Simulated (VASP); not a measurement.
A VASP calculation is set up with these files.

File POSCAR:
```
Sn
1
    3.3738720000     0.0000000000     0.0000000000
   -1.6869360000     2.9218590000     0.0000000000
    0.0000000000     0.0000000000     5.4777980000
Sn
2
Direct
  0.3333330000   0.6666670000   0.2500000000
  0.6666670000   0.3333330000   0.7500000000
```

INCAR:
```
SYSTEM = Sn
PREC = Accurate
ENCUT = 400
EDIFF = 1E-6
NELM = 100
ALGO = Normal
LREAL = .FALSE.
LASPH = .TRUE.
ISMEAR = 1
SIGMA = 0.1
METAGGA = R2SCAN
LMIXTAU = .TRUE.
LMAXMIX = 4
LWAVE = .FALSE.
LCHARG = .FALSE.
IBRION = 2
ISIF = 3
NSW = 60
EDIFFG = -0.01
```

### KPOINTS
```
kpoints
0
gamma
11 11 6
```

POTCAR, in this order: Sn_d (PBE.64 set). Program: vasp_std.

### Question
Translate this r2SCAN calculation to Ansatz.

### Answer
One equivalent input (not run):
Ansatz 0.2 input:
```yaml
crystal:
  lattice:
    - [3.3738720, 0.0000000, 0.0000000]
    - [-1.6869360, 2.9218590, 0.0000000]
    - [0.0000000, 0.0000000, 5.4777980]
  atoms:
    - { symbol: Sn, position: [0.3333330, 0.6666670, 0.2500000] }
    - { symbol: Sn, position: [0.6666670, 0.3333330, 0.7500000] }
kpoints:
  mp_grid: { grid: [11, 11, 6] }
hamiltonian:
  xc: r2scan
  pseudopotentials: { kind: paw }
scf:
  occupations: { method: methfessel_paxton, width: 0.1 }
  max_iter: 100
relax:
  max_steps: 60
  f_tol: 0.01
  cell: {}
output: { forces: true, stress: true, eigenvalues: true }
```
The two are equivalent in intent, not identical: each code has its own PAW files, so the cut-off isn't converted (ENCUT is set for VASP's; basis.ecutwfc is left out, and Ansatz then takes the one that its files recommend); Ansatz stops its SCF on the density residual and VASP on the energy change (EDIFF).

The structure was generated: Sn was put into the hcp type (P6_3/mmc), which need not be its known phase. This run relaxes it. Symmetry was kept, so distortions that lower it aren't found.
